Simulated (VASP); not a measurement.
# Cd4TeO3 (Cmmm) in VASP: relaxation of cell and atoms with PBE

Aim: the relaxation of cell and atoms of Cd4TeO3 with PBE.

Everything below comes from runs of VASP 6.6.1. Logs are shortened: lines on timing, memory, paths and dates and some standing lists are left out, and cuts for length are marked.

### Step 1. Starting point

The structure is orthorhombic, space group Cmmm (No. 65). Conventional cell: a = 7.564 Å, b = 10.711 Å, c = 3.803 Å, α = 90.00°, β = 90.00°, γ = 90.00°. Cd (site symmetry m2m) has 5 O at 2.63 to 2.68 Å and 1 Te at 2.73 Å as nearest neighbours. Cd (site symmetry 2mm) is surrounded by 4 O at 2.63 to 2.68 Å and 2 Te at 2.73 Å. Around Te (site symmetry mmm) lie 6 Cd at 2.73 Å. Around O (site symmetry 2/m) lie 6 Cd at 2.68 Å. O (site symmetry mmm) has 6 Cd at 2.63 Å as nearest neighbours.

The cell was built by a generator and needn't be a form met in nature.

### Step 2. Relaxation of cell and atoms, PBE

Contents of INCAR:

```
ALGO     = Fast           # electronic algorithm
EDIFF    = 1E-4           # SCF threshold, eV
EDIFFG   = -0.08          # ionic threshold
ENCUT    = 520            # plane-wave cutoff, eV
GGA      = PE             # functional
IBRION   = 2              # ionic algorithm
ISIF     = 3              # what is computed and relaxed
ISMEAR   = 0              # smearing method
LASPH    = T              # aspherical terms in the spheres
LCHARG   = F              # write CHGCAR
LREAL    = F              # projectors in reciprocal space
LWAVE    = F              # write WAVECAR
NELM     = 60             # most SCF steps
NSW      = 24             # ionic steps
PREC     = Normal         # precision mode
SIGMA    = 0.15           # smearing width, eV
```

Contents of KPOINTS:

```
k-points
0
Gamma
  3 3 4
```

Contents of POSCAR:

```
Cd4TeO3
1.0
    3.7821482900     -5.3553723200      0.0000000000
    3.7821482900      5.3553723200      0.0000000000
    0.0000000000      0.0000000000      3.8030533300
Cd Te O
4 1 3
Direct
    0.2451509900      0.7548490100      0.0000000000
    0.7589880200      0.7589880200      0.5000000000
    0.2410119800      0.2410119800      0.5000000000
    0.7548490100      0.2451509900      0.0000000000
    0.5000000000      0.5000000000      0.0000000000
    0.0000000000      0.5000000000      0.5000000000
    0.5000000000      0.0000000000      0.5000000000
    0.0000000000      0.0000000000      0.0000000000
```

Potentials or basis: VASP PAW PBE potentials, release 64 (Cd, Te, O).

On the command line:

```bash
$ cat potpaw_PBE.64/Cd/POTCAR potpaw_PBE.64/Te/POTCAR potpaw_PBE.64/O/POTCAR > POTCAR
$ mpirun -np 1 vasp_std > vasp.out
```

OUTCAR:

```text
EDIFF = 1E-4
   EDIFFG = -0.08
   ENCUT = 520
   GGA = PE
   IBRION = 2
   ISIF = 3
   ISMEAR = 0
   LASPH = T
   LREAL = F
   NELM = 60
   NSW = 24
   PREC = Normal

 ion  position               nearest neighbor table
   1  0.245  0.755  0.000-   8 2.63   7 2.68   6 2.68   6 2.68   7 2.68   5 2.73   2 3.72   3 3.72
                             2 3.72   3 3.72   4 3.78   4 3.78
   2  0.759  0.759  0.500-   8 2.63   8 2.63   6 2.68   7 2.68   5 2.73   5 2.73   3 3.65   1 3.72
                             4 3.72   1 3.72   4 3.72
   3  0.241  0.241  0.500-   8 2.63   8 2.63   6 2.68   7 2.68   5 2.73   5 2.73   2 3.65   1 3.72
                             4 3.72   1 3.72   4 3.72
   4  0.755  0.245  0.000-   8 2.63   7 2.68   6 2.68   6 2.68   7 2.68   5 2.73   2 3.72   3 3.72
                             2 3.72   3 3.72   1 3.78   1 3.78
   5  0.500  0.500  0.000-   1 2.73   4 2.73   3 2.73   2 2.73   2 2.73   3 2.73
   6  0.000  0.500  0.500-   2 2.68   3 2.68   1 2.68   4 2.68   1 2.68   4 2.68
   7  0.500  0.000  0.500-   2 2.68   3 2.68   1 2.68   4 2.68   1 2.68   4 2.68
   8  0.000  0.000  0.000-   1 2.63   4 2.63   3 2.63   2 2.63   2 2.63   3 2.63

  LATTYP: Found a base centered orthorhombic cell.
 ALAT       =     7.5642965800
 B/A-ratio  =     1.4159604303
 C/A-ratio  =     0.5027636463

  Lattice vectors:

 A1 = (   3.7821482900,  -5.3553723200,   0.0000000000)
 A2 = (   3.7821482900,   5.3553723200,   0.0000000000)
 A3 = (   0.0000000000,   0.0000000000,   3.8030533300)

Analysis of symmetry for initial positions (statically):
=====================================================================
 Subroutine PRICEL returns:
 Original cell was already a primitive cell.

 Routine SETGRP: Setting up the symmetry group for a
 base centered orthorhombic supercell.

 Subroutine GETGRP returns: Found  8 space group operations
 (whereof  8 operations were pure point group operations)
 out of a pool of  8 trial point group operations.

The static configuration has the point symmetry D_2h.

Analysis of symmetry for dynamics (positions and initial velocities):
=====================================================================
 Subroutine PRICEL returns:
 Original cell was already a primitive cell.

 Routine SETGRP: Setting up the symmetry group for a
 base centered orthorhombic supercell.

 Subroutine GETGRP returns: Found  8 space group operations
 (whereof  8 operations were pure point group operations)
 out of a pool of  8 trial point group operations.

The dynamic configuration has the point symmetry D_2h.

 Subroutine INISYM returns: Found  8 space group operations
 (whereof  8 operations are pure point group operations),
 and found     1 'primitive' translations

----------------------------------------------------------------------------------------

                                     Primitive cell

  volume of cell :     154.0603

  direct lattice vectors                    reciprocal lattice vectors
     3.782148290 -5.355372320  0.000000000     0.132199999 -0.093364190  0.000000000
     3.782148290  5.355372320  0.000000000     0.132199999  0.093364190  0.000000000
     0.000000000  0.000000000  3.803053330     0.000000000  0.000000000  0.262946615

  length of vectors
     6.556268632  6.556268632  3.803053330     0.161844715  0.161844715  0.262946615

  position of ions in fractional coordinates (direct lattice)
     0.245150990  0.754849010  0.000000000
     0.758988020  0.758988020  0.500000000
     0.241011980  0.241011980  0.500000000
     0.754849010  0.245150990  0.000000000
     0.500000000  0.500000000  0.000000000
     0.000000000  0.500000000  0.500000000
     0.500000000  0.000000000  0.500000000
     0.000000000  0.000000000  0.000000000

  ion indices of the primitive-cell ions
   primitive index   ion index
                 1           1
                 2           2
                 3           3
                 4           4
                 5           5
                 6           6
                 7           7
                 8           8

----------------------------------------------------------------------------------------

 KPOINTS: k-points

Automatic generation of k-mesh.
 Grid dimensions read from file:
 generate k-points for:    3    3    4

 Generating k-lattice:

  Cartesian coordinates                     Fractional coordinates (reciprocal lattice)
     0.044066666 -0.031121397  0.000000000     0.333333333  0.000000000  0.000000000
     0.044066666  0.031121397  0.000000000     0.000000000  0.333333333  0.000000000
     0.000000000  0.000000000  0.065736654     0.000000000  0.000000000  0.250000000

  Length of vectors
     0.053948238  0.053948238  0.065736654

  Shift w.r.t. Gamma in fractional coordinates (k-lattice)
     0.000000000  0.000000000  0.000000000

 Subroutine IBZKPT returns following result:
 ===========================================

 Found     12 irreducible k-points:

 Following reciprocal coordinates:
            Coordinates               Weight
  0.000000  0.000000  0.000000      1.000000
  0.333333  0.000000  0.000000      4.000000
  0.333333  0.333333  0.000000      2.000000
 -0.333333  0.333333  0.000000      2.000000
  0.000000  0.000000  0.250000      2.000000
  0.333333  0.000000  0.250000      8.000000
  0.333333  0.333333  0.250000      4.000000
 -0.333333  0.333333  0.250000      4.000000
  0.000000  0.000000  0.500000      1.000000
  0.333333  0.000000  0.500000      4.000000
  0.333333  0.333333  0.500000      2.000000
 -0.333333  0.333333  0.500000      2.000000
   k-points           NKPTS =     12   k-points in BZ     NKDIM =     12   number of bands    NBANDS=     43
   number of dos      NEDOS =    301   number of ions     NIONS =      8
   total plane-waves  NPLWV =  38400
   dimension x,y,z NGX =    40 NGY =   40 NGZ =   24
   dimension x,y,z NGXF=    80 NGYF=   80 NGZF=   48
   ions per type =               4   1   3
   NGX,Y,Z   is equivalent  to a cutoff of  10.14, 10.14, 10.49 a.u.
   NGXF,Y,Z  is equivalent  to a cutoff of  20.29, 20.29, 20.98 a.u.
 SYSTEM =  unknown system
   PREC   = normal    normal or accurate (medium, high low for compatibility)
   ISTART =      0    job   : 0-new  1-cont  2-samecut
   ICHARG =      2    charge: 1-file 2-atom 10-const
   ISPIN  =      1    spin polarized calculation?
   LNONCOLLINEAR =      F non collinear calculations
   LSORBIT =      F    spin-orbit coupling
   LASPH  =      T    aspherical Exc in radial PAW
   ENCUT  =  520.0 eV  38.22 Ry    6.18 a.u.  12.19 12.19  7.07*2*pi/ulx,y,z
   NELM   =     60;   NELMIN=  2; NELMDL= -5     # of ELM steps
   EDIFF  = 0.1E-03   stopping-criterion for ELM
   LREAL  =      F    real-space projection
   EDIFFG = -.8E-01   stopping-criterion for IOM
   NSW    =     24    number of steps for IOM
   IBRION =      2    ionic relax: 0-MD 1-quasi-New 2-CG
   NFREE  =      1    steps in history (QN), initial steepest desc. (CG)
   ISIF   =      3    stress and relaxation
   ISYM   =      2    0-nonsym 1-usesym 2-fastsym
   POTIM  = 0.5000    time-step for ionic-motion
   TEBEG  =    0.0;   TEEND  =   0.0 temperature during run
   PSTRESS=    0.0 pullay stress
   NELECT =      72.0000    total number of electrons
   NUPDOWN=      -1.0000    fix difference up-down
   EMIN   =  10.00;   EMAX   =-10.00  energy-range for DOS
   EFERMI =   0.00;   METHOD = LEGACY
   ISMEAR =     0;   SIGMA  =   0.15  broadening in eV -4-tet -1-fermi 0-gaus
   EFERMI_NEDOS =   21; number of points for ismear=-14 and -15
   IALGO  =     68    algorithm
   IMIX   =      4    mixing-type and parameters
     AMIX     =   0.40;   BMIX     =  1.00
     AMIX_MAG =   1.60;   BMIX_MAG =  1.00
  volume/ion in A,a.u.               =      19.26       129.96
  Fermi-wavevector in a.u.,A,eV,Ry     =   1.270444  2.400791 21.960176  1.614027
  Thomas-Fermi vector in A             =   2.403431
   LORBIT       =      0    0 simple, 1 ext, 2 COOP (PROOUT), +10 PAW based schemes
   GGA     = PE    functional components
   LHFCALC =     F    Hartree Fock is set to
   AEXX    =    0.0000 exact exchange contribution
   IVDW    =     0    specifies the selected vdW correction
   LEPSILON=     F    determine dielectric tensor
   LRPA    =     F    only Hartree local field effects (RPA)
 conjugate gradient relaxation of ions
 non-spin polarized calculation
 RMM-DIIS sequential band-by-band and
 Gauss-broadening in eV      SIGMA  =   0.15
  energy-cutoff  :      520.00
  volume of cell :      154.06
 maximum number of plane-waves:      4171
   NGX = 25   NGY = 25   NGZ = 15

--------------------------------------- Ionic step        1  -------------------------------------------

 number of electron      72.0000057 magnetization

 Free energy of the ion-electron system (eV)
  ---------------------------------------------------
  ext. energy  EPLUGINS =         0.00000000
  ---------------------------------------------------
  free energy    TOTEN  =       -24.26925229 eV

  energy without entropy =      -24.26222765  energy(sigma->0) =      -24.26573997

------------------------ aborting loop because EDIFF is reached ----------------------------------------

  FORCE on cell =-STRESS in cart. coord.  units (eV):
  Direction    XX          YY          ZZ          XY          YZ          ZX
  --------------------------------------------------------------------------------------
  -------------------------------------------------------------------------------------
  Total       -4.8264068     -6.0789989     -3.8922059     -0.0000000      0.0000000      0.0000000
  in kB      -50.1930830    -63.2196395    -40.4776930     -0.0000000      0.0000000      0.0000000
  external PRESSURE =     -51.2968052 kB  Pullay stress =       0.0000000 kB
[... 107 lines left out ...]
  FREE ENERGIE OF THE ION-ELECTRON SYSTEM (eV)
  ---------------------------------------------------
  free  energy   TOTEN  =       -25.2916674247 eV

  energy  without entropy=      -25.2670319560  energy(sigma->0) =      -25.27934969

[... ionic steps 4 to 7 ...]

--------------------------------------- Ionic step        8  -------------------------------------------

 number of electron      71.9999974 magnetization

------------------------ aborting loop because EDIFF is reached ----------------------------------------

  FORCE on cell =-STRESS in cart. coord.  units (eV):
  Direction    XX          YY          ZZ          XY          YZ          ZX
  --------------------------------------------------------------------------------------
  -------------------------------------------------------------------------------------
  Total        0.1455806      0.6214412     -0.1935066      0.0000000      0.0000000      0.0000000
  in kB        1.6902301      7.2151006     -2.2466638      0.0000000      0.0000000      0.0000000
  external PRESSURE =       2.2195556 kB  Pullay stress =       0.0000000 kB
[... 69 lines left out ...]
  energy  without entropy=      -25.4414441542  energy(sigma->0) =      -25.45469627

--------------------------------------- Ionic step       10  -------------------------------------------

 number of electron      71.9999977 magnetization

 Free energy of the ion-electron system (eV)
  ---------------------------------------------------
  ext. energy  EPLUGINS =         0.00000000
  ---------------------------------------------------
  free energy    TOTEN  =       -25.47410091 eV

  energy without entropy =      -25.44860987  energy(sigma->0) =      -25.46135539

 E-fermi :   3.7265     XC(G=0): -10.7560

 val. band max:        3.6743302861   @ k =   0.0000   0.0000   0.0000
 cond. band min:       3.7389290225   @ k =   0.0000   0.0000   0.2500
 fundamental gap:      0.0645987364
 Fermi energy:         3.7264767936

 k-point     1 :       0.0000    0.0000    0.0000
  band No.  band energies     occupation
      1     -15.0716      2.00000
      2     -13.1713      2.00000
      3     -12.9776      2.00000
      4      -9.0059      2.00000
      5      -5.6712      2.00000
      6      -5.5977      2.00000
[... 576 lines left out ...]
  FREE ENERGIE OF THE ION-ELECTRON SYSTEM (eV)
  ---------------------------------------------------
  free  energy   TOTEN  =       -25.4741009064 eV

  energy  without entropy=      -25.4486098661  energy(sigma->0) =      -25.46135539

 reached required accuracy - stopping structural energy minimisation
```

Run time: 6.5 min. Hardware: 1 thread of Intel Xeon Platinum 8375C at 2.90GHz (Ice Lake), shared host; peak memory 0.23 GiB.

Results:

```
Free energy                            : -25.4741 eV
Relaxed volume                         : 17.35 Å³/atom
Relaxed cell                           : a = 6.401 Å, b = 6.401 Å, c = 3.550 Å, α = 90.00°, β = 90.00°, γ = 107.34°
Space group after relaxing (to 0.05 Å) : Cmmm (No. 65)
Energy gained by relaxing              : 150.6 meV/atom
Ionic steps                            : 10
Pressure after relaxing                : -0.4 GPa
Largest force after relaxing           : 0.067 eV/Å
Band gap on the k mesh                 : none (metal or under the smearing width)
```

Forces in eV/Å, atoms in the order of the input:
```
Cd   0.000 -0.045  0.000
Cd   0.067  0.000  0.000
Cd  -0.067  0.000  0.000
Cd   0.000  0.045  0.000
Te   0.000  0.000  0.000
O    0.000  0.000  0.000
O    0.000  0.000  0.000
O    0.000  0.000  0.000
```

The path:
| step | energy change (eV) | largest force (eV/Å) | pressure (GPa) | volume (Å³) |
| --- | --- | --- | --- | --- |
| 1 | 0.0000 | 2.3391 | -5.13 | 154.06 |
| 2 | -0.8898 | 1.3760 | -0.72 | 140.71 |
| 3 | -1.0224 | 0.6470 | 4.87 | 132.29 |
| 4 | -1.0314 | 0.8236 | 3.61 | 133.97 |
| 5 | -1.1675 | 0.0828 | -0.47 | 139.29 |
| 6 | -1.1687 | 0.0171 | -0.19 | 138.82 |
| 7 | -1.1813 | 0.0554 | -0.09 | 138.63 |
| 8 | -1.1983 | 0.1444 | 0.22 | 138.00 |
| 9 | -1.1987 | 0.1613 | 0.27 | 137.86 |
| 10 | -1.2048 | 0.0665 | -0.38 | 138.82 |

Final structure:
```xyz
8
Lattice="3.7921 -5.1566 0.0000 3.7921 5.1566 0.0000 0.0000 0.0000 3.5496" Properties=species:S:1:pos:R:3 pbc="T T T"
Cd    3.7921    2.7868    0.0000
Cd    6.0150    0.0000    1.7748
Cd    1.5692    0.0000    1.7748
Cd    3.7921   -2.7868    0.0000
Te    3.7921    0.0000    0.0000
O     1.8961    2.5783    1.7748
O     1.8961   -2.5783    1.7748
O     0.0000    0.0000    0.0000
```

Levels at points of the mesh, in eV from the Fermi level:
| k point | band 32 | band 33 | band 34 | band 35 | band 36 | band 37 | band 38 | band 39 | band 40 | band 41 |
| --- | --- | --- | --- | --- | --- | --- | --- | --- | --- | --- |
| (0.00, 0.00, 0.00) | -2.24 | -1.94 | -1.26 | -1.10 | -0.77 | -0.05 | 0.27 | 1.76 | 3.67 | 4.32 |
| (0.00, 0.00, 0.50) | -3.20 | -3.09 | -2.53 | -1.47 | -1.40 | 1.55 | 2.51 | 2.64 | 3.49 | 3.57 |

Caveat: the k mesh is coarse (spacing up to 0.41 Å⁻¹), so the values aren't converged; the relaxation stopped at a loose force limit of 0.08 eV/Å, so its end isn't a converged minimum. The run has no spin-orbit coupling, so splittings on Te are missing.
